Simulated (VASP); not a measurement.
Method: LDA (Ceperley-Alder, Perdew-Zunger), VASP's LDA PAW potentials (set 64) (plane waves; VASP 6.6.1).

VASP ran on this input.

POSCAR:
```
CeO2
1
    0.0000000000     2.6810538448     2.6810538448
    2.6810538448     0.0000000000     2.6810538448
    2.6810538448     2.6810538448     0.0000000000
Ce O
1 2
Direct
  0.0000000000   0.0000000000   0.0000000000
  0.2500000000   0.2500000000   0.2500000000
  0.7500000000   0.7500000000   0.7500000000
```

### KPOINTS
```
Automatic mesh
0
Gamma
7 7 7
0 0 0
```

**INCAR**
```
SYSTEM=CeO2
PREC=Accurate; ENCUT=520; LREAL=.FALSE.
LASPH=.TRUE.
EDIFF=1E-6; NELM=100; ALGO=Normal
LMAXMIX=6
ISMEAR=0; SIGMA=0.05
IBRION=2; NSW=60; ISIF=3
EDIFFG=-0.02
LWAVE=.FALSE.; LCHARG=.FALSE.
```

POTCAR, in this order: Ce O (LDA.64 set). Program: vasp_std.

The run wrote:

OUTCAR:
```
 ion  position               nearest neighbor table
   1  0.000  0.000  0.000-   3 2.32   3 2.32   3 2.32   2 2.32   2 2.32   2 2.32   3 2.32   2 2.32
  LATTYP: Found a face centered cubic cell.
 ALAT       =     5.3621076896
 Subroutine PRICEL returns:
 Original cell was already a primitive cell.
 Subroutine GETGRP returns: Found 48 space group operations
The static configuration has the point symmetry O_h .
The dynamic configuration has the point symmetry O_h .
 Subroutine INISYM returns: Found 48 space group operations
 Subroutine IBZKPT returns following result:
 Found     20 irreducible k-points:

 Following reciprocal coordinates:
            Coordinates               Weight
  0.000000  0.000000  0.000000      1.000000
  0.142857  0.000000  0.000000      8.000000
  0.285714  0.000000  0.000000      8.000000
  0.428571  0.000000  0.000000      8.000000
  0.142857  0.142857  0.000000      6.000000
  0.285714  0.142857  0.000000     24.000000
  0.428571  0.142857  0.000000     24.000000
 -0.428571  0.142857  0.000000     24.000000
 -0.285714  0.142857  0.000000     24.000000
 -0.142857  0.142857  0.000000     12.000000
...
```

OSZICAR:
```
       N       E                     dE             d eps       ncg     rms          rms(c)
DAV:   1     0.220738466506E+03    0.22074E+03   -0.11982E+04   648   0.189E+03
DAV:   2     0.113022118690E+02   -0.20944E+03   -0.20089E+03   904   0.304E+02
DAV:   3    -0.325532748721E+02   -0.43855E+02   -0.41054E+02   808   0.147E+02
DAV:   4    -0.341399215840E+02   -0.15866E+01   -0.15865E+01   960   0.320E+01
DAV:   5    -0.342262444066E+02   -0.86323E-01   -0.86319E-01  1080   0.622E+00    0.125E+03
DAV:   6    -0.320020352848E+02    0.22242E+01   -0.88678E+01   912   0.576E+01    0.956E+01
DAV:   7    -0.489946309835E+02   -0.16993E+02   -0.59294E+02   968   0.296E+02    0.782E+02
DAV:   8    -0.486068521726E+02    0.38778E+00   -0.28731E+01   920   0.664E+01    0.517E+02
DAV:   9    -0.383151829314E+02    0.10292E+02   -0.11574E+01   864   0.308E+01    0.582E+02
DAV:  10    -0.384132802362E+02   -0.98097E-01   -0.68975E-01   904   0.766E+00    0.570E+02
DAV:  11    -0.383450310259E+02    0.68249E-01   -0.54664E-02  1152   0.153E+00    0.602E+02
DAV:  12    -0.371481291249E+02    0.11969E+01   -0.27964E-01  1024   0.471E+00    0.542E+02
DAV:  13    -0.363542674537E+02    0.79386E+00   -0.14040E-01  1072   0.347E+00    0.478E+02
DAV:  14    -0.348769711957E+02    0.14773E+01   -0.43981E-01  1048   0.628E+00    0.389E+02
DAV:  15    -0.337409445550E+02    0.11360E+01   -0.31849E-01  1144   0.542E+00    0.332E+02
DAV:  16    -0.325856134469E+02    0.11553E+01   -0.39005E-01  1136   0.618E+00    0.278E+02
DAV:  17    -0.321173960244E+02    0.46822E+00   -0.10718E-01  1208   0.314E+00    0.257E+02
DAV:  18    -0.300978535737E+02    0.20195E+01   -0.21066E+00   984   0.147E+01    0.151E+02
DAV:  19    -0.293632845316E+02    0.73457E+00   -0.11294E+00  1112   0.990E+00    0.104E+02
DAV:  20    -0.289148032991E+02    0.44848E+00   -0.12314E+00   800   0.108E+01    0.708E+01
DAV:  21    -0.289206244639E+02   -0.58212E-02   -0.76329E-01  1160   0.685E+00    0.539E+01
DAV:  22    -0.289522801198E+02   -0.31656E-01   -0.18322E+00   960   0.116E+01    0.129E+02
DAV:  23    -0.288980938711E+02    0.54186E-01   -0.14049E+00   944   0.976E+00    0.621E+01
DAV:  24    -0.289303890019E+02   -0.32295E-01   -0.14712E+00   984   0.104E+01    0.113E+02
DAV:  25    -0.288646625647E+02    0.65726E-01   -0.51243E-01   952   0.613E+00    0.144E+01
DAV:  26    -0.288747346490E+02   -0.10072E-01   -0.14211E-01   976   0.316E+00    0.625E+01
DAV:  27    -0.288602543206E+02    0.14480E-01   -0.46808E-02   952   0.194E+00    0.289E+01
DAV:  28    -0.288606257503E+02   -0.37143E-03   -0.37147E-03  1008   0.488E-01    0.349E+01
DAV:  29    -0.288548337461E+02    0.57920E-02   -0.19314E-02   816   0.129E+00    0.128E+01
DAV:  30    -0.288546061706E+02    0.22758E-03   -0.95116E-04  1072   0.210E-01    0.111E+01
DAV:  31    -0.288540704711E+02    0.53570E-03   -0.11727E-03   880   0.326E-01    0.650E+00
DAV:  32    -0.288539549196E+02    0.11555E-03   -0.44565E-04  1136   0.180E-01    0.245E+00
DAV:  33    -0.288539463954E+02    0.85242E-05   -0.18986E-05   744   0.364E-02    0.170E+00
DAV:  34    -0.288539372752E+02    0.91203E-05   -0.81791E-05   912   0.814E-02    0.184E-01
DAV:  35    -0.288539373916E+02   -0.11649E-06   -0.33883E-06   864   0.105E-02
   1 F= -.28853937E+02 E0= -.28853937E+02  d E =-.288539E+02
```

**OUTCAR**
```
------------------------ aborting loop because EDIFF is reached ----------------------------------------
  FORCE on cell =-STRESS in cart. coord.  units (eV):
  Direction    XX          YY          ZZ          XY          YZ          ZX
  --------------------------------------------------------------------------------------
  Total        0.0130707      0.0130707      0.0130707      0.0000000      0.0000000     -0.0000000
  in kB        0.5433271      0.5433271      0.5433271      0.0000000      0.0000000     -0.0000000
  external PRESSURE =       0.5433271 kB  Pullay stress =       0.0000000 kB
  volume of cell :       38.54
      direct lattice vectors                 reciprocal lattice vectors
     0.000000000  2.681053845  2.681053845    -0.186493830  0.186493830  0.186493830
     2.681053845  0.000000000  2.681053845     0.186493830 -0.186493830  0.186493830
     2.681053845  2.681053845  0.000000000     0.186493830  0.186493830 -0.186493830
 POSITION                                       TOTAL-FORCE (eV/Angst)
 -----------------------------------------------------------------------------------
      0.00000      0.00000      0.00000        -0.000000     -0.000000     -0.000000
      1.34053      1.34053      1.34053         0.000000      0.000000     -0.000000
      4.02158      4.02158      4.02158        -0.000000     -0.000000      0.000000
 -----------------------------------------------------------------------------------
    total drift:                                0.000000      0.000000      0.000000
  FREE ENERGIE OF THE ION-ELECTRON SYSTEM (eV)
  ---------------------------------------------------
  free  energy   TOTEN  =       -28.8539373916 eV

  energy  without entropy=      -28.8539373916  energy(sigma->0) =      -28.85393739

 reached required accuracy - stopping structural energy minimisation
```
(Selected blocks of OUTCAR.)

The compound is CeO2 in the fluorite structure. It was relaxed first. The start is the result of an earlier pass. The run is not spin-polarised, so no magnetic state was tried.
